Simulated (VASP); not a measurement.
Output of a VASP run:

### OUTCAR
```
 ion  position               nearest neighbor table
   1  0.667  0.333  0.500-   2 2.44   2 2.44   2 2.44
   2  0.333  0.667  0.500-   1 2.44   1 2.44   1 2.44
  LATTYP: Found a hexagonal cell.
 ALAT       =     4.2204210000
 C/A-ratio  =     3.7910909836
 Subroutine PRICEL returns:
 Original cell was already a primitive cell.
 Subroutine GETGRP returns: Found 12 space group operations
The static configuration has the point symmetry D_3h.
The dynamic configuration has the point symmetry D_3h.
 Subroutine INISYM returns: Found 12 space group operations
 Subroutine IBZKPT returns following result:
 Found     12 irreducible k-points:

 Following reciprocal coordinates:
            Coordinates               Weight
  0.000000  0.000000  0.000000      1.000000
  0.111111  0.000000  0.000000      6.000000
  0.222222  0.000000  0.000000      6.000000
  0.333333  0.000000  0.000000      6.000000
  0.444444  0.000000  0.000000      6.000000
  0.111111  0.111111  0.000000      6.000000
  0.222222  0.111111  0.000000     12.000000
  0.333333  0.111111  0.000000     12.000000
  0.444444  0.111111  0.000000      6.000000
  0.222222  0.222222  0.000000      6.000000
  0.333333  0.222222  0.000000     12.000000
  0.333333  0.333333  0.000000      2.000000
   k-points           NKPTS =     12   k-points in BZ     NKDIM =     12   number of bands    NBANDS=     13
   number of dos      NEDOS =    301   number of ions     NIONS =      2
   total plane-waves  NPLWV =  84672
   dimension x,y,z NGX =    28 NGY =   28 NGZ =  108
   dimension x,y,z NGXF=    56 NGYF=   56 NGZF=  216
   ions per type =               1   1
   PREC   = accura    normal or accurate (medium, high low for compatibility)
   ISTART =      0    job   : 0-new  1-cont  2-samecut
   ICHARG =      2    charge: 1-file 2-atom 10-const
   ISPIN  =      1    spin polarized calculation?
   LNONCOLLINEAR =      F non collinear calculations
   LSORBIT =      F    spin-orbit coupling
   INIWAV =      1    electr: 0-lowe 1-rand  2-diag
   ENCUT  =  400.0 eV  29.40 Ry    5.42 a.u.   6.88  6.88 26.09*2*pi/ulx,y,z
   NELM   =    100;   NELMIN=  2; NELMDL= -5     # of ELM steps
   EDIFF  = 0.1E-05   stopping-criterion for ELM
   LREAL  =      F    real-space projection
   NLSPLINE    = F    spline interpolate recip. space projectors
   LMAXMIX     =    4 max onsite mixed and CHGCAR
   VOSKOWN=      0    Vosko Wilk Nusair interpolation
   EDIFFG = -.1E-01   stopping-criterion for IOM
   NSW    =     60    number of steps for IOM
   NBLOCK =      1;   KBLOCK =     60    inner block; outer block
   IBRION =      2    ionic relax: 0-MD 1-quasi-New 2-CG
   NFREE  =      1    steps in history (QN), initial steepest desc. (CG)
   ISIF   =      4    stress and relaxation
   ISYM   =      2    0-nonsym 1-usesym 2-fastsym
   TEIN   =    0.0    initial temperature
   TEBEG  =    0.0;   TEEND  =   0.0 temperature during run
   SMASS  =  -3.00    Nose mass-parameter (am)
   PSTRESS=    0.0 pullay stress
   NELECT =      18.0000    total number of electrons
   EFERMI =   0.00;   METHOD = LEGACY
   ISMEAR =     1;   SIGMA  =   0.10  broadening in eV -4-tet -1-fermi 0-gaus
   IALGO  =     38    algorithm
   LDIAG  =      T    sub-space diagonalisation (order eigenvalues)
   IMIX   =      4    mixing-type and parameters
     AMIX     =   0.40;   BMIX     =  1.00
     AMIX_MAG =   1.60;   BMIX_MAG =  1.00
     AMIN     =   0.10
   METAGGA = R2SCAN    functional components
   VOSKOWN =     0    Vosko Wilk Nusair interpolation
   LHFCALC =     F    Hartree Fock is set to
   LHFONE  =     F    Hartree Fock one center treatment
   AEXX    =    0.0000 exact exchange contribution
   IVDW    =     0    specifies the selected vdW correction
   LEPSILON=     F    determine dielectric tensor
   LRPA    =     F    only Hartree local field effects (RPA)
  energy-cutoff  :      400.00
  volume of cell :      246.81
      direct lattice vectors                 reciprocal lattice vectors
...
```

OSZICAR:
```
...
DAV:  13    -0.212412408566E+02   -0.12235E-03   -0.36367E-05   322   0.515E-02    0.123E-03
DAV:  14    -0.212412376338E+02    0.32227E-05   -0.16720E-05   322   0.350E-02    0.141E-03
DAV:  15    -0.212412490681E+02   -0.11434E-04   -0.12790E-05   332   0.314E-02    0.507E-04
DAV:  16    -0.212412556655E+02   -0.65973E-05   -0.44448E-06   322   0.204E-02    0.456E-04
DAV:  17    -0.212412594910E+02   -0.38256E-05   -0.12248E-06   268   0.107E-02    0.318E-04
DAV:  18    -0.212412586885E+02    0.80254E-06   -0.11465E-06   232   0.102E-02
   4 F= -.21241259E+02 E0= -.21240834E+02  d E =-.358157E+00
       N       E                     dE             d eps       ncg     rms          rms(c)
DAV:   1    -0.212432482295E+02   -0.19887E-02   -0.36845E-02   352   0.196E+00    0.231E-01
DAV:   2    -0.212417473519E+02    0.15009E-02   -0.17007E-03   317   0.453E-01    0.140E-01
DAV:   3    -0.212398802137E+02    0.18671E-02   -0.19590E-03   312   0.354E-01    0.187E-02
DAV:   4    -0.212411879319E+02   -0.13077E-02   -0.11265E-03   312   0.273E-01    0.113E-02
DAV:   5    -0.212412418506E+02   -0.53919E-04   -0.50372E-05   332   0.669E-02    0.934E-03
DAV:   6    -0.212410326260E+02    0.20922E-03   -0.10237E-04   322   0.853E-02    0.749E-03
DAV:   7    -0.212412763657E+02   -0.24374E-03   -0.99034E-05   312   0.750E-02    0.273E-03
DAV:   8    -0.212412270720E+02    0.49294E-04   -0.20335E-05   312   0.401E-02    0.332E-03
DAV:   9    -0.212413146948E+02   -0.87623E-04   -0.35791E-05   312   0.502E-02    0.240E-03
DAV:  10    -0.212413337135E+02   -0.19019E-04   -0.15997E-05   337   0.369E-02    0.179E-03
DAV:  11    -0.212413377638E+02   -0.40503E-05   -0.44530E-06   332   0.222E-02    0.127E-03
DAV:  12    -0.212413492614E+02   -0.11498E-04   -0.12729E-06   293   0.110E-02    0.437E-04
DAV:  13    -0.212413524543E+02   -0.31929E-05   -0.13436E-06   273   0.101E-02    0.291E-04
DAV:  14    -0.212413539726E+02   -0.15183E-05   -0.35919E-07   231   0.705E-03    0.234E-04
DAV:  15    -0.212413532393E+02    0.73330E-06   -0.47941E-07   256   0.673E-03
   5 F= -.21241353E+02 E0= -.21240932E+02  d E =-.358251E+00
       N       E                     dE             d eps       ncg     rms          rms(c)
DAV:   1    -0.212414580344E+02   -0.10406E-03   -0.18077E-03   342   0.435E-01    0.512E-02
DAV:   2    -0.212413807871E+02    0.77247E-04   -0.79875E-05   312   0.126E-01    0.309E-02
DAV:   3    -0.212413148877E+02    0.65899E-04   -0.63675E-05   312   0.108E-01    0.429E-03
DAV:   4    -0.212413430958E+02   -0.28208E-04   -0.33127E-05   322   0.536E-02    0.233E-03
DAV:   5    -0.212413554888E+02   -0.12393E-04   -0.65975E-06   322   0.212E-02    0.155E-03
DAV:   6    -0.212413445781E+02    0.10911E-04   -0.81843E-06   317   0.218E-02    0.134E-03
DAV:   7    -0.212413573438E+02   -0.12766E-04   -0.20911E-06   248   0.124E-02    0.546E-04
DAV:   8    -0.212413551561E+02    0.21877E-05   -0.20145E-06   248   0.130E-02    0.392E-04
DAV:   9    -0.212413606010E+02   -0.54448E-05   -0.23804E-06   248   0.163E-02    0.547E-04
DAV:  10    -0.212413622113E+02   -0.16103E-05   -0.71720E-07   232   0.803E-03    0.262E-04
DAV:  11    -0.212413632164E+02   -0.10051E-05   -0.23288E-07   226   0.478E-03    0.174E-04
DAV:  12    -0.212413619787E+02    0.12376E-05   -0.38716E-07   216   0.656E-03    0.116E-04
DAV:  13    -0.212413630860E+02   -0.11072E-05   -0.32238E-07   216   0.552E-03    0.762E-05
DAV:  14    -0.212413624012E+02    0.68474E-06   -0.30578E-07   216   0.513E-03
   6 F= -.21241362E+02 E0= -.21240941E+02  d E =-.916194E-05
```

OUTCAR:
```
------------------------ aborting loop because EDIFF is reached ----------------------------------------
  FORCE on cell =-STRESS in cart. coord.  units (eV):
  Direction    XX          YY          ZZ          XY          YZ          ZX
  --------------------------------------------------------------------------------------
  Total       -0.0372191     -0.0372191     -0.0405512     -0.0000000      0.0000000     -0.0000000
  in kB       -0.2416097     -0.2416097     -0.2632402     -0.0000000      0.0000000     -0.0000000
  external PRESSURE =      -0.2488199 kB  Pullay stress =       0.0000000 kB
  volume of cell :      246.81
      direct lattice vectors                 reciprocal lattice vectors
     3.939732573 -0.000000122  0.000000000     0.253824339  0.146545517  0.000000000
    -1.969865926  3.411908655  0.000000000     0.000000009  0.293091087  0.000000000
    -0.000000000 -0.000000000 18.361073021     0.000000000  0.000000000  0.054463048
 POSITION                                       TOTAL-FORCE (eV/Angst)
 -----------------------------------------------------------------------------------
      1.96987      1.13730      9.18054        -0.000000     -0.000000      0.000000
     -0.00000      2.27461      9.18054         0.000000      0.000000      0.000000
 -----------------------------------------------------------------------------------
    total drift:                               -0.001232      0.000713      0.000000
  FREE ENERGIE OF THE ION-ELECTRON SYSTEM (eV)
  ---------------------------------------------------
  free  energy   TOTEN  =       -21.2413624012 eV

  energy  without entropy=      -21.2400978064  energy(sigma->0) =      -21.24094087

 reached required accuracy - stopping structural energy minimisation
```
(Selected blocks of OUTCAR.)

File POSCAR:
```
SiGe
1
    4.2204210000     0.0000000000     0.0000000000
   -2.1102100000     3.6549920000     0.0000000000
    0.0000000000     0.0000000000    16.0000000000
Ge Si
1 1
Direct
  0.6666670000   0.3333330000   0.5000000000
  0.3333330000   0.6666670000   0.5000000000
```

Task: Write an INCAR and KPOINTS that could have produced this output.

Result: One answer among several that fit: the input of the run itself, r2SCAN meta-GGA, plane waves, VASP's PBE PAW potentials (set 64).

### INCAR
```
ALGO = Normal
EDIFF = 1E-6
EDIFFG = -0.01
ENCUT = 400
IBRION = 2
ISIF = 4
ISMEAR = 1
LASPH = T
LCHARG = F
LMAXMIX = 4
LMIXTAU = T
LREAL = F
LWAVE = F
METAGGA = R2SCAN
NELM = 100
NSW = 60
PREC = Accurate
SIGMA = 0.1
SYSTEM = SiGe
```

File KPOINTS:
```
Automatic mesh
0
Gamma
9 9 1
0 0 0
```

POTCAR, in this order: Ge_d Si (PBE.64 set). Program: vasp_std.

The cell holds a wide vacuum, so values per volume refer to the whole cell.

The cell is a sheet with vacuum, built from a generated structure.
